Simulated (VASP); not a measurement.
```
TiC
1.0
    0.00000     2.16628     2.16628
    2.12295     0.00000     2.16628
    2.12295     2.16628     0.00000
Ti C
1 1
Direct
  0.00000   0.00000   0.00000
  0.50000   0.50000   0.50000
```

These are r2SCAN meta-GGA, VASP's PBE PAW potentials (set 64) (plane waves; VASP 6.6.1) values and carry that method's errors. Numerical set-up: 600 eV cut-off, 14×14×14 Γ-centred mesh, first-order Methfessel-Paxton smearing of 0.10 eV, potentials Ti_sv C.

Predict the energy per atom (σ→0), pressure, band gap (on the k-mesh) with the smallest direct gap where there is one.

```yaml
band gap (on the k-mesh): none (metal, semimetal or under 0.01 eV)
energy per atom (σ→0): -12428 meV/atom
pressure: 5.68 GPa
```

Only differences to runs with the same potentials and settings are physical.

The compound is TiC in the rock salt structure. This cell was strained or had an atom moved on purpose.
